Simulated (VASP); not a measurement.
Input:

```yaml
crystal:
  lattice:
    - [3.89641, 0.00000, 0.00000]
    - [0.00000, 3.89641, 0.00000]
    - [0.00000, 0.00000, 3.89641]
  atoms:
    - { symbol: Sr, position: [0.00000, 0.00000, 0.00000] }
    - { symbol: Ti, position: [0.50000, 0.50000, 0.50000] }
    - { symbol: O, position: [0.50000, 0.00000, 0.50000] }
    - { symbol: O, position: [0.00000, 0.50000, 0.50000] }
    - { symbol: O, position: [0.50000, 0.50000, 0.00000] }
```

These are PBEsol GGA with spin-orbit coupling, VASP's PBE PAW potentials (set 64) (plane waves; VASP) values and carry that method's errors. Settings: 520 eV cut-off, 5×5×5 Γ-centred mesh, Gaussian smearing of 0.050 eV, potentials Sr_sv Ti_sv O.

### Question
Give the energies of bands 33 to 46 at the high-symmetry points, in eV from the valence-band maximum.

### Answer

```csv
band,Γ,X,M,R
33,-1.19,-2.39,-1.75,-3.77
34,-1.19,-2.39,-1.75,-3.77
35,-0.41,-2.06,-1.62,-0.02
36,-0.41,-2.06,-1.62,-0.02
37,-0.34,-0.76,-1.59,0.00
38,-0.34,-0.76,-1.59,0.00
39,-0.34,-0.73,-0.10,0.00
40,-0.34,-0.73,-0.10,0.00
41,1.79,1.98,3.80,4.49
42,1.79,1.98,3.80,4.49
43,1.79,3.79,3.82,4.49
44,1.79,3.79,3.82,4.49
45,1.82,3.81,4.26,4.51
46,1.82,3.81,4.26,4.51
```

The gap is indirect, 1.79 eV, from the valence maximum at R to the conduction minimum at Γ.

Measured: gap 3.59 eV (computed value off by -1.80 eV), as given by Anna Miglio et al., npj Computational Materials (2020), arXiv:2011.12765 [zero-point renormalisation of 336 meV (experimental, the table's column) added back].

The compound is SrTiO3 in the cubic perovskite structure, the ideal cubic form; the compound distorts at low or room temperature. It was relaxed first.
